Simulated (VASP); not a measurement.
Data:

```
HgTe
1.0
    0.00000     3.32690     3.32690
    3.32690     0.00000     3.32690
    3.32690     3.32690     0.00000
Hg Te
1 1
Cartesian
  6.65381   6.65381   6.65381
  1.66345   1.66345   1.66345
```

All values below come from PBE GGA with spin-orbit coupling, VASP's PBE PAW potentials (set 64) (plane waves; VASP 6.6.1). Settings: 400 eV cut-off, 9×9×9 Γ-centred mesh, Gaussian smearing of 0.050 eV, potentials Hg Te.

### Question
Estimate the energy per atom (σ→0), band gap (over mesh and band path) with the smallest direct gap where there is one.

### Answer

```json
{
  "band gap (over mesh and band path)": "none (metal, semimetal or under 0.01 eV)",
  "energy per atom (σ→0)": "-2.022 eV/atom"
}
```

Total energies compare only between runs with the same potentials, cut-off and functional.

The compound is HgTe in the zinc blende structure. It was relaxed first, which changed the volume by +9 %.
